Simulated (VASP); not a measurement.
Given:

```xyz
2
Lattice="0.0000 2.6913 2.6913 2.6913 0.0000 2.6913 2.6913 2.6913 0.0000" Properties=species:S:1:pos:R:3 pbc="T T T"
Zn     0.0000     0.0000     0.0000
S      1.3456     1.3456     1.3456
```

Calculation: r2SCAN meta-GGA, VASP's PBE PAW potentials (set 64) (plane waves; VASP 6.6.1). Run with 530 eV cut-off, 8×8×8 Γ-centred mesh, Gaussian smearing of 0.050 eV, potentials Zn S.

### Question
Give the elastic stiffness tensor with the ions relaxed (GPa, in the frame of the cell).

### Answer

|  | xx | yy | zz | yz | xz | xy |
|---|---|---|---|---|---|---|
| xx | 108 | 64.3 | 64.3 | 0.0 | 0.0 | 0.0 |
| yy | 64.3 | 108 | 64.3 | 0.0 | 0.0 | 0.0 |
| zz | 64.3 | 64.3 | 108 | 0.0 | 0.0 | 0.0 |
| yz | 0.0 | 0.0 | 0.0 | 47.5 | 0.0 | 0.0 |
| xz | 0.0 | 0.0 | 0.0 | 0.0 | 47.5 | 0.0 |
| xy | 0.0 | 0.0 | 0.0 | 0.0 | 0.0 | 47.5 |

### Question
What does the run give for the Hill bulk modulus, Hill shear modulus, Young's modulus, Poisson's ratio?

### Answer

The Hill bulk modulus comes out as 789 kbar. The Hill shear modulus is 34.9 GPa. The Young's modulus comes out as 91.2 GPa and the Poisson's ratio is 0.308.

Measured: C11 98.1 GPa (computed value off by +10.3 %), C12 62.7 GPa (computed value off by +2.6 %), C44 44.8 GPa (computed value off by +6.0 %), as given by Oses et al., (2018), arXiv:1811.08464. The calculation is for a static lattice, while the measured C11, C12, C44 hold thermal and zero-point effects, which are part of the difference.

The compound is ZnS in the zinc blende structure. It was relaxed first.
